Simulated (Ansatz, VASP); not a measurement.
**Two plane-wave programs on KMgAgC6N6**

INCAR

```
SYSTEM = KMgAgC6N6
PREC = Accurate
ENCUT = 520
EDIFF = 1E-6
ISMEAR = 0
SIGMA = 0.1
LREAL = Auto
LASPH = .TRUE.
NELM = 60
ALGO = Normal
ISIF = 2
LWAVE = .FALSE.
LCHARG = .FALSE.
GGA = PE
NBANDS = 51
```

File KPOINTS:

```
Automatic mesh
0
G
  4 4 4
  0 0 0
```

Contents of POSCAR:

```
KMgAgC6N6
1.0
    0.0000000000      5.2700000000      5.2700000000
    5.2700000000      0.0000000000      5.2700000000
    5.2700000000      5.2700000000      0.0000000000
K Mg Ag C N
1 1 1 6 6
Direct
    0.7500000000      0.7500000000      0.7500000000
    0.0000000000      0.0000000000      0.0000000000
    0.5000000000      0.5000000000      0.5000000000
    0.8121442100      0.1878557900      0.1878557900
    0.1878557900      0.1878557900      0.8121442100
    0.8121442100      0.1878557900      0.8121442100
    0.1878557900      0.8121442100      0.8121442100
    0.8121442100      0.8121442100      0.1878557900
    0.1878557900      0.8121442100      0.1878557900
    0.7011385200      0.2988614800      0.2988614800
    0.2988614800      0.2988614800      0.7011385200
    0.7011385200      0.2988614800      0.7011385200
    0.2988614800      0.7011385200      0.7011385200
    0.7011385200      0.7011385200      0.2988614800
    0.2988614800      0.7011385200      0.2988614800
```

Input for Ansatz:

```yaml
crystal:
  lattice:
    - [0.0, 5.27, 5.27]
    - [5.27, 0.0, 5.27]
    - [5.27, 5.27, 0.0]
  atoms:
    - { symbol: K, position: [0.75, 0.75, 0.75] }
    - { symbol: Mg, position: [0.0, 0.0, 0.0] }
    - { symbol: Ag, position: [0.5, 0.5, 0.5] }
    - { symbol: C, position: [0.81214421, 0.18785579, 0.18785579] }
    - { symbol: C, position: [0.18785579, 0.18785579, 0.81214421] }
    - { symbol: C, position: [0.81214421, 0.18785579, 0.81214421] }
    - { symbol: C, position: [0.18785579, 0.81214421, 0.81214421] }
    - { symbol: C, position: [0.81214421, 0.81214421, 0.18785579] }
    - { symbol: C, position: [0.18785579, 0.81214421, 0.18785579] }
    - { symbol: "N", position: [0.70113852, 0.29886148, 0.29886148] }
    - { symbol: "N", position: [0.29886148, 0.29886148, 0.70113852] }
    - { symbol: "N", position: [0.70113852, 0.29886148, 0.70113852] }
    - { symbol: "N", position: [0.29886148, 0.70113852, 0.70113852] }
    - { symbol: "N", position: [0.70113852, 0.70113852, 0.29886148] }
    - { symbol: "N", position: [0.29886148, 0.70113852, 0.29886148] }
basis:
  ecutwfc: 420
kpoints:
  mp_grid: { grid: [4, 4, 4] }
hamiltonian:
  xc: pbe
scf:
  occupations: { method: gaussian, width: 0.1 }
  lower_state_search: "off"
output:
  forces: true
  stress: true
  eigenvalues: true
```

Alike in both runs: task single point; functional PBE; k mesh 4 × 4 × 4; occupations gaussian, width 0.1 eV; no spin polarisation.

```csv
,VASP,Ansatz
version,VASP 6.6.1,Ansatz 0.2.0
potentials or method,"VASP PAW PBE potentials, release 64 (K_sv, Mg, Ag, C, N)","scalar-relativistic, plane waves, PAW"
plane-wave cutoff (eV),520,420
valence electrons in the cell,76,92
```

Ansatz gave:

- gap on the k mesh at the Fermi level (eV): none
- pressure (GPa): 8.5
- rms of the force components (eV/Å): 0.969

Estimate VASP's values.

gap on the k mesh at the Fermi level (eV): none; pressure (GPa): 8.9; rms of the force components (eV/Å): 0.816.

Atom by atom the forces differ by 0.202 eV/Å (rms over components). A gap of «none» marks a metal or a gap that the smearing closes. The functional is the same, so the differences come from potentials, cutoffs and numerics. The two sets of potentials don't hold the same shells in valence.

Caveats: the standard files for N, O and F lose accuracy on very short bonds; forces of over 1 eV/Å show positions far from the minimum, so gaps and moduli don't describe the material at rest.
